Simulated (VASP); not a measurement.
Data:

```yaml
crystal:
  lattice:
    - [0.00000, 2.76759, 2.76759]
    - [2.76759, 0.00000, 2.76759]
    - [2.76759, 2.76759, 0.00000]
  atoms:
    - { symbol: Ag, position: [0.00000, 0.00000, 0.00000] }
    - { symbol: Cl, position: [0.50000, 0.50000, 0.50000] }
```

The numbers are results of r2SCAN meta-GGA, VASP's PBE PAW potentials (set 64) (plane waves; VASP), not measurements. Settings: 400 eV cut-off, 15×15×15 Γ-centred mesh, Gaussian smearing of 0.010 eV, potentials Ag Cl.

### Question
Give the direction-averaged independent-particle dielectric function (no local fields, no excitons; a broadening of 0.1 eV leaves a tail below the gap, and fine structure carries the noise of the k-mesh).

### Answer

| ħω (eV) | ε₁ | ε₂ |
|---|---|---|
| 0.00 | 4.61 | 0.00 |
| 0.50 | 4.63 | 0.01 |
| 1.00 | 4.70 | 0.02 |
| 1.50 | 4.81 | 0.03 |
| 2.00 | 5.00 | 0.05 |
| 2.50 | 5.28 | 0.07 |
| 3.00 | 5.79 | 0.14 |
| 3.50 | 6.93 | 0.74 |
| 4.00 | 6.71 | 2.24 |
| 4.50 | 6.73 | 2.91 |
| 5.00 | 6.83 | 4.80 |
| 5.50 | 3.73 | 5.62 |
| 6.00 | 1.81 | 3.65 |
| 6.50 | 3.48 | 3.67 |
| 7.00 | 2.34 | 4.03 |
| 7.50 | 2.58 | 2.99 |
| 8.00 | 3.19 | 2.80 |
| 8.50 | 3.79 | 4.28 |
| 9.00 | 2.48 | 5.25 |
| 9.50 | 0.80 | 4.63 |
| 10.00 | 0.96 | 3.46 |
| 10.50 | 0.96 | 4.40 |
| 11.00 | -0.24 | 3.74 |
| 11.50 | 0.17 | 2.48 |
ε₂ peaks at 5.3 eV (height 6.2), 6.9 eV (height 4.1), 9.0 eV (height 5.3), 10.6 eV (height 4.5); ε₁(0) averages 4.61, so the electronic refractive index below the gap tends to √4.61 = 2.15.

The compound is AgCl in the rock salt structure. It was relaxed first.
